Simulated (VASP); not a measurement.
Input for VASP

File KPOINTS:
```
Automatic mesh
0
Gamma
6 6 6
0 0 0
```

### INCAR
```
! general
SYSTEM =BaTe
PREC   =Accurate
ENCUT  =400   ! plane-wave cut-off (eV)
LREAL  =.FALSE.   ! projection in real space or not
LASPH  =.TRUE.

! electronic loop
EDIFF  =1E-6   ! SCF stop (eV)
NELM   =100
ALGO   =Normal
LMAXMIX=4   ! l cut-off of mixed one-centre charges

! smearing
ISMEAR =0
SIGMA  =0.05

! functional
GGA    =PE   ! PBE

! ions
ISIF   =2

! output
LWAVE  =.FALSE.
LCHARG =.FALSE.
```

POSCAR:
```
BaTe
1
    0.0000000000     3.5000000000     3.5000000000
    3.5000000000     0.0000000000     3.5000000000
    3.5000000000     3.5000000000     0.0000000000
Ba Te
1 1
Direct
  0.0000000000   0.0000000000   0.0000000000
  0.5000000000   0.5000000000   0.5000000000
```

POTCAR, in this order: Ba_sv Te (PBE.64 set). Program: vasp_std.

Q: Translate this PBE calculation to Ansatz.

A: One equivalent input (not run):
Ansatz 0.2 input:
```yaml
crystal:
  lattice:
    - [0.0000000, 3.5000000, 3.5000000]
    - [3.5000000, 0.0000000, 3.5000000]
    - [3.5000000, 3.5000000, 0.0000000]
  atoms:
    - { symbol: Ba, position: [0.0000000, 0.0000000, 0.0000000] }
    - { symbol: Te, position: [0.5000000, 0.5000000, 0.5000000] }
kpoints:
  mp_grid: { grid: [6, 6, 6] }
hamiltonian:
  xc: pbe
  pseudopotentials: { kind: paw }
scf:
  occupations: { method: gaussian, width: 0.05 }
  max_iter: 100
output: { forces: true, stress: true, eigenvalues: true }
```
What does not carry over: each code has its own PAW files, so the cut-off isn't converted (ENCUT is set for VASP's; basis.ecutwfc is left out, and Ansatz then takes the one that its files recommend); Ansatz stops its SCF on the density residual and VASP on the energy change (EDIFF).

The compound is BaTe in the rock salt structure. The cell was not relaxed at this level.
